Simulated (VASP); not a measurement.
Given:

```yaml
crystal:
  lattice:
    - [5.08442, 0.00000, 0.00000]
    - [0.00000, 5.08442, 0.00000]
    - [0.00000, 0.00000, 5.08442]
  atoms:
    - { symbol: Be, position: [0.98370, 0.98370, 0.98370] }
    - { symbol: Be, position: [0.51630, 0.51630, 0.98370] }
    - { symbol: Be, position: [0.51630, 0.98370, 0.51630] }
    - { symbol: Be, position: [0.98370, 0.51630, 0.51630] }
    - { symbol: Te, position: [0.25000, 0.25000, 0.25000] }
    - { symbol: S, position: [0.75000, 0.75000, 0.25000] }
    - { symbol: S, position: [0.75000, 0.25000, 0.75000] }
    - { symbol: S, position: [0.25000, 0.75000, 0.75000] }
```

Level of theory: PBE GGA, VASP's PBE PAW potentials (set 64) (plane waves; VASP). Settings: 400 eV cut-off, 4×4×4 Γ-centred mesh, Gaussian smearing of 0.050 eV, potentials Be Te S.

Unless said otherwise, spin-orbit coupling is left out, though it shifts the bands of the heavy elements here.

Task: Estimate the energy per atom (σ→0), band gap (on the k-mesh) with the smallest direct gap where there is one.

Result: 
- band gap (on the k-mesh) = 1.83 eV
- smallest direct gap (on the k-mesh) = 1.83 eV
- energy per atom (σ→0) = -4619 meV/atom

The structure was generated: Be4S3Te was put into an ordered model structure (P-43m), which need not be its known phase. It was relaxed first. The start is the result of an earlier pass.
